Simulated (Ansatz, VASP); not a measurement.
# Cross-check of ScPbClO2 between VASP and Ansatz, part 2 of 2

Aim: how closely do two programs agree when they are given the same cell, functional and k mesh? The cell is invented: As first built, before any earlier steps moved the atoms (in the runner's words): it takes the BiPbO2F structure with some of its atoms replaced by other elements, volume scaled by an estimate. It may not be a known or stable phase. The cell is taken from a series of VASP runs on this material, whose earlier steps may have relaxed, scaled or displaced it; both programs get it as it stands.

VASP 6.6.1 and Ansatz 0.2.0.

So far: Set-up; VASP: relaxation of cell and atoms, BLYP with D4.

## 3. Ansatz: relaxation of cell and atoms, BLYP with D4

Level of this step: Ansatz beside VASP: Kohn-Sham DFT, plane waves, BLYP with D4 (Ansatz).

Ansatz runs on its default PAW (the set named soft_2) files.

The same cell, functional (in two slightly different forms), mesh and smearing now go to Ansatz, which takes its cutoff from its data sets.

input.yaml

```yaml
crystal:
  lattice:
    - [3.1611254454, -1.8376990599, 0.0208926381]
    - [3.1611254454, 1.8376990599, 0.0208926381]
    - [-0.0668904132, 0.0, 7.5030036387]
  atoms:
    - { symbol: Pb, position: [0.37339739, 0.37339739, 0.7422892506] }
    - { symbol: Sc, position: [0.7045092202, 0.7045092202, 0.3368700743] }
    - { symbol: Cl, position: [0.0356981716, 0.0356981716, 0.0835798143] }
    - { symbol: O, position: [0.3708177631, 0.3708177631, 0.3745789758] }
    - { symbol: O, position: [0.707300455, 0.707300455, 0.611981885] }
hamiltonian:
  xc: blyp
  pseudopotentials: { kind: paw }
  dispersion: d4
kpoints:
  mp_grid: { grid: [7, 7, 3] }
scf:
  occupations: { method: gaussian, width: 0.05 }
relax:
  f_tol: 0.01
  max_steps: 60
  cell: { stress_tol: 0.05 }
output:
  forces: true
  stress: true
```

On the command line:

```
$ ansatz run input.yaml --threads 4 --pin off --max-ram 9216MiB --backend cpu --events-out ev --progress --plain --runs-dir out
```

Numbers of over 12 decimals in the logs are rounded to 6 here.

Log:

```text
Engine: ansatz 0.2.0, aarch64-unknown-linux-gnu
Pseudopotentials: kind: paw
Pseudopotential: Pb, paw, valence charge 14, recommended cutoff 420 eV (normal), Pb.paw.azcp
Pseudopotential: Sc, paw, valence charge 11, recommended cutoff 420 eV (normal), Sc.paw.azcp
Pseudopotential: Cl, paw, valence charge 7, recommended cutoff 420 eV (normal), Cl.paw.azcp
Pseudopotential: O, paw, valence charge 6, recommended cutoff 420 eV (normal), O.paw.azcp
Functional definition: BLYP
  parameter beta = 0.0042
  parameter a = 0.04918
  parameter b = 0.132
  parameter c = 0.2533
  parameter d = 0.349
  exchange = b88_x(beta = beta)
  correlation = lyp_c(a = a, b = b, c = c, d = d)
Crystal: 5 atoms, lattice volume = 87.178 Å³
Basis set: ecut = 420 eV, 1709 PW (Γ), exchange–correlation on 50×50×108 points (8 copies of the dense FFT grid, shifted against one another)
Bands: 27, of which v1, the nominal top of the filled ones, is band 22 counted from 1 (21 counted from 0)
Symmetry: 2 space group operations
Space group: Cm (ITA 8), of the structure as read, at distance tolerance 4.4e-5 Å
k-points: 44 of 147 (time reversal used)
Non-local potential: Pb, projectors of the file, l = 0: 2, l = 1: 2, l = 2: 2, l = 3: 2
Non-local potential: Sc, projectors of the file, l = 0: 3, l = 1: 2, l = 2: 3, l = 3: 1
Non-local potential: Cl, projectors of the file, l = 0: 2, l = 1: 2, l = 2: 2
Non-local potential: O, projectors of the file, l = 0: 2, l = 1: 2, l = 2: 1
PAW form: soft (Blöchl's): semilocal exchange-correlation on the pseudo side does not see the compensation charge
PAW frozen core: Pb, regenerated for the run's functional, and the local potential with it (the file was generated under x = pbe(κ = 0.804, μ = 0.219515), c = pbe(β = 0.066725))
PAW frozen core: Sc, regenerated for the run's functional, and the local potential with it (the file was generated under x = pbe(κ = 0.804, μ = 0.219515), c = pbe(β = 0.066725))
PAW frozen core: Cl, regenerated for the run's functional, and the local potential with it (the file was generated under x = pbe(κ = 0.804, μ = 0.219515), c = pbe(β = 0.066725))
PAW frozen core: O, regenerated for the run's functional, and the local potential with it (the file was generated under x = pbe(κ = 0.804, μ = 0.219515), c = pbe(β = 0.066725))
PAW one-centre angular grid: Pb, 590 points (default); XC on 64 Gauss nodes
PAW one-centre angular grid: Sc, 590 points (default); XC on 64 Gauss nodes
PAW one-centre angular grid: Cl, 110 points (default); XC on 64 Gauss nodes
PAW one-centre angular grid: O, 110 points (default); XC on 64 Gauss nodes
Initial density: superposition of atomic densities (neutral atoms: chi_scale 0, normalization atom), corrected by the library's trained network
Initial wavefunctions: pseudopotential atomic-orbital guess
Functional: x = b88, c = lyp
SCF iter   1: F=—  HF=-16308.583440 eV  |F-HF|=—  |Δ(HF+E_count)|=         —  Δρ=1.46e-2  dr2=1.55e-1  ethr=1.77e-3  ⟨swp⟩=6.1  Hψ=5704  notcnv=0
preconditioner: auto → Resta (q_TF=auto, 2.434 Å⁻¹)  ε∞=4.5  [insulator: Δε(μ)=3.143 eV  Ē_g=12.714 eV  σ=0.050 eV  W_gap=1.00  n_scr=22 (ndim 8)  ℏωp=23.9 eV  f_vac=0.021  D(μ)=0.00/eV (n_scr^D=0)  ε∞_Penn≈4.5]
SCF iter   2: F=—  HF=-16308.551654 eV  |F-HF|=—  |Δ(HF+E_count)|=   3.18e-2  Δρ=5.77e-3  dr2=2.89e-2  ethr=3.52e-4  ⟨swp⟩=2.0  Hψ=2465  notcnv=0  defer=44
SCF iter   3: F=—  HF=-16308.546366 eV  |F-HF|=—  |Δ(HF+E_count)|=   5.29e-3  Δρ=1.67e-3  dr2=2.27e-3  ethr=6.58e-5  ⟨swp⟩=2.1  Hψ=1783  notcnv=0  defer=44
SCF iter   4: F=—  HF=-16308.546120 eV  |F-HF|=—  |Δ(HF+E_count)|=   2.46e-4  Δρ=4.86e-4  dr2=1.80e-4  ethr=5.16e-6  ⟨swp⟩=2.0  Hψ=1644  notcnv=0  defer=44
SCF iter   5: F=—  HF=-16308.546204 eV  |F-HF|=—  |Δ(HF+E_count)|=   8.40e-5  Δρ=3.35e-4  dr2=9.13e-5  ethr=4.10e-7  ⟨swp⟩=2.4  Hψ=1904  notcnv=0  defer=44
SCF iter   6: F=—  HF=-16308.546123 eV  |F-HF|=—  |Δ(HF+E_count)|=   8.10e-5  Δρ=5.55e-5  dr2=3.16e-6  ethr=2.08e-7  ⟨swp⟩=2.0  Hψ=1576  notcnv=0  defer=44
SCF iter   7: F=—  HF=-16308.546124 eV  |F-HF|=—  |Δ(HF+E_count)|=   9.46e-7  Δρ=1.44e-5  dr2=2.07e-7  ethr=7.18e-9  ⟨swp⟩=2.0  Hψ=1582  notcnv=0  defer=44
SCF iter   8: F=-16308.546124 eV  HF=-16308.546124 eV  |F-HF|=5.45e-9  |Δ(HF+E_count)|=   1.09e-7  Δρ=4.28e-6  dr2=1.80e-8  ethr=2.27e-10  ⟨swp⟩=4.8  Hψ=4138  notcnv=0
SCF 1 converged in 8 iterations: F = -16308.546124 eV  dr2 = 1.80e-8
  greatest PAW one-centre occupation: 0.998 electrons in one spin orbital (limit 2), on the Sc atom at site 1 (counted from 0), in its partial waves of l = 0
relax step   1: F+E_penalty+E_count = -16308.54612375 eV  Δ(F+E_penalty+E_count) = +0.000e0 eV  max|allowed force component| = 8.806e-2 eV/Å  Δτ_max = 0.0000 Å  P = -0.120 GPa  Ω = 87.178 Å³  (8 SCF iters, dr2 threshold 1.00e-7 eV, accepted)
[...]
relax step   2: F+E_penalty+E_count = -16308.54619483 eV  Δ(F+E_penalty+E_count) = -7.108e-5 eV  max|allowed force component| = 9.107e-2 eV/Å  Δτ_max = 0.0149 Å  P = -0.152 GPa  Ω = 87.550 Å³  energy of the carried Pulay correction = -7.906e-4 eV  (6 SCF iters, dr2 threshold 4.85e-7 eV, accepted)
[...]
relax step   3: F+E_penalty+E_count = -16308.54799356 eV  Δ(F+E_penalty+E_count) = -1.799e-3 eV  max|allowed force component| = 3.031e-2 eV/Å  Δτ_max = 0.0093 Å  P = -0.028 GPa  Ω = 87.250 Å³  energy of the carried Pulay correction = -1.529e-4 eV  (5 SCF iters, dr2 threshold 5.00e-7 eV, accepted)
[...]
relax step   4: F+E_penalty+E_count = -16308.54870636 eV  Δ(F+E_penalty+E_count) = -7.128e-4 eV  max|allowed force component| = 2.778e-2 eV/Å  Δτ_max = 0.0074 Å  P = -0.014 GPa  Ω = 87.126 Å³  energy of the carried Pulay correction = +1.102e-4 eV  (5 SCF iters, dr2 threshold 6.13e-8 eV, accepted)
[...]
relax step   5: F+E_penalty+E_count = -16308.54891477 eV  Δ(F+E_penalty+E_count) = -2.084e-4 eV  max|allowed force component| = 2.820e-2 eV/Å  Δτ_max = 0.0075 Å  P = +0.025 GPa  Ω = 87.057 Å³  energy of the carried Pulay correction = +2.570e-4 eV  (6 SCF iters, dr2 threshold 4.82e-8 eV, accepted)
[...]
relax step   6: F+E_penalty+E_count = -16308.54894208 eV  Δ(F+E_penalty+E_count) = -2.731e-5 eV  max|allowed force component| = 8.637e-3 eV/Å  Δτ_max = 0.0034 Å  P = +0.024 GPa  Ω = 87.080 Å³  energy of the carried Pulay correction = +2.086e-4 eV  (5 SCF iters, dr2 threshold 4.97e-8 eV, accepted)
[...]
relax step   7: F+E_penalty+E_count = -16308.54883962 eV  Δ(F+E_penalty+E_count) = +1.025e-4 eV  max|allowed force component| = 8.642e-3 eV/Å  Δτ_max = 0.0000 Å  P = +0.023 GPa  Ω = 87.080 Å³  stress off target by 4.46e-2 GPa  SCF on the basis re-selected at this cell (its energy is not comparable with the rows above)  (7 SCF iters)
basis re-selected at this cell: Δ(F+E_penalty+E_count) = +1.025e-4 eV, ΔP = -0.001 GPa vs the last step (what re-selecting the basis moved, of the pressure what is left beyond the Pulay correction that the steps carried, after the strain that the cell walked since its last selection, with what the two solves' SCF thresholds leave and, on support functions, any second-order correction that the steps lacked; it is no m [...]
SCF converged after 7 iterations
Free energy (F): -16308.548840 eV
Harris-Foulkes:  -16308.548840 eV  (|F-HF|=7.28e-12)
Internal energy: -16308.548840 eV  (E = F + TS)
E sigma→0 (E₀):  -16308.548840 eV
Fermi energy:    9.315745 eV
--- Per-component energies (eV) ---
  E_band       = -215.300956
  E_kinetic    = 1064.415403
  E_local      = -3142.814013  (includes V_loc(G=0)·N_el)
  E_nonlocal   = 553.976029
  E_hartree    = 1193.720760
  E_xc         = -576.874577
  E_vxc        = -567.044228  (∫ρ·V_xc dr)
  E_paw        = -12382.954340  (= ΣΔE_a)
  E_vpaw       = -511.280882  (= ΣTr[D̂ρ^β])
  E_aug_tail   = 0.005110  (compensation charges beyond the density's cutoff)
  E_ewald      = -3015.467893
  E_disp       = -2.482501  (pairwise vdW)
  E_core_change = -0.072817  (= ΣΔE_core)
  E_smearing   = -0.000000  (= −TS)
  E_closure    = 0.000000  (closes the sum)
  Σ components = -16308.548840   (vs F -16308.548840, Δ=0.00e0)
--- Forces (eV/Å), atoms counted from 1 ---
  atom   1  Pb    -0.00004254     0.00000000     0.00736672
  atom   2  Sc    -0.00093292     0.00000000    -0.00627569
  atom   3  Cl    -0.00032691     0.00000000     0.00616694
  atom   4  O      0.00209365    -0.00000000     0.00145939
  atom   5  O     -0.00081887    -0.00000000    -0.00862366
  max |Σ_I F_I| component: 9.37e-5 eV/Å
--- Stress (GPa, compression-positive) ---
        0.023734       0.000000       0.009456
        0.000000       0.005013       0.000000
        0.009456       0.000000       0.040371
  P = ⅓ Tr σ = 0.0230 GPa (0.230 kbar)
--- Relaxed structure (6 steps of the walk, 6 accepted, 1 SCFs on fresh bases) ---
  F+E_penalty+E_count = -16308.54883962 eV   max|allowed force component| = 8.642e-3 eV/Å   (the final SCF, on the basis selected at the relaxed cell)
  cell:  # Å, volume = 87.0801 Å³
    - [3.155145, -1.822947, 0.023923]
    - [3.155145, 1.822947, 0.023923]
    - [-0.060012, -1.4775277288879236e-17, 7.569546]
  atoms:
    - { symbol: Pb, position: [0.371820, 0.371820, 0.743653] }
    - { symbol: Sc, position: [0.704972, 0.704972, 0.337805] }
    - { symbol: Cl, position: [0.038142, 0.038142, 0.083115] }
    - { symbol: O, position: [0.371590, 0.371590, 0.373116] }
    - { symbol: O, position: [0.705199, 0.705199, 0.611611] }
```

Run time: 16 s. Hardware: 4 threads of Arm Neoverse V2, shared host; peak memory 0.44 GiB.

## 4. Differences

Known differences besides the potentials themselves: both relaxations stop at a tolerance, which leaves soft axes loose, and VASP keeps its plane-wave basis; the cutoff is 420 eV in Ansatz and 520 eV in VASP; Ansatz makes its cores anew for this functional, VASP keeps those of its PBE data sets; VASP leaves aspherical gradient terms in its spheres out (LASPH is not set), Ansatz keeps them; VASP's log shows a relativistic correction to its local exchange, Ansatz's none; Ansatz adds a Pulay correction to the stress that steers its cell, VASP none. Total energies have different zeros and are not compared.

Both answers:

| quantity | Ansatz | VASP | difference |
| --- | --- | --- | --- |
| volume (Å³) | 87.08 | 87.36 | -0.32 % |
| edge a after relaxation, in the typed setting (Å) | 3.644 | 3.650 | -0.17 % |
| edge c after relaxation, in the typed setting (Å) | 7.570 | 7.568 | +0.02 % |

The walks stopped with 0.02 GPa left in Ansatz and -0.02 GPa in VASP; each walk ends within a tolerance, so the volume difference is uncertain by about these residues over the bulk modulus, most in soft cells. Found at a tolerance of 0.01 Å, the end structures differ in symmetry: P3m1 in Ansatz, Cm in VASP; the atoms lie within 0.05 Å of each other, which can come from where the walks stopped or from unlike electronic states.

## 5. Results

```json
{"difference in volume (relaxation of cell and atoms, BLYP with D4)": "-0.32 %"}
```

The difference in volume is -0.32 % (relaxation of cell and atoms, BLYP with D4), within the 1.2 % picked in this series as the mark of a large difference, as far as the stopping tolerances let one tell. How closely two codes agree says nothing of how well the functional describes the real material.

[Lines on the potential files, build, host, timing and source positions are cut from VASP's logs without a mark.]

[Logs are printed without paths, hosts, clocks, repeated set-up lines and the standing remarks that a program may print on its own settings, such as how far it seeks lower states.]

[Hosts, paths, dates, database ids (printed as entryN), source tags and the programs' standing remarks are cut or masked in the printed files.]
